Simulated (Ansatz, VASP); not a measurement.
# GeCSe3 in VASP and in Ansatz

```
Ge C Se
1.0
     4.48211    0.00000    0.00000
     0.00000    4.48211    0.00000
     0.00000    0.00000    4.48211
Ge C Se
1 1 3
Direct
  0.00000 0.00000 0.00000
  0.50000 0.50000 0.50000
  0.50000 0.50000 0.00000
  0.50000 0.00000 0.50000
  0.00000 0.50000 0.50000
```

The cell comes from a database or a generator and needn't be the stable form of this composition.

Alike in both runs: task single point; functional PBEsol; k mesh 4 × 4 × 4; occupations gaussian, width 0.05 eV; no spin polarisation.

|  | VASP | Ansatz |
| --- | --- | --- |
| version | VASP 6.6.1 | Ansatz 0.2.0 |
| potentials or method | VASP PAW PBE potentials, release 64 (Ge_d, C, Se) | scalar-relativistic, plane waves, PAW |
| plane-wave cutoff (eV) | 520 | 420 |
| valence electrons in the cell | 36 | 66 |

```csv
,VASP,Ansatz,Ansatz less VASP
gap on the k mesh at the Fermi level (eV),none,none,-
pressure (GPa),-2.6,-2.7,-0.11
```

A gap of «none» marks a metal or a gap that the smearing closes. With one functional, cell and mesh, what is left measures potentials, basis and numerics. The two sets of potentials don't hold the same shells in valence.

Caveats: the PAW data sets were made with another functional, which shifts forces and pressure a little (VASP).
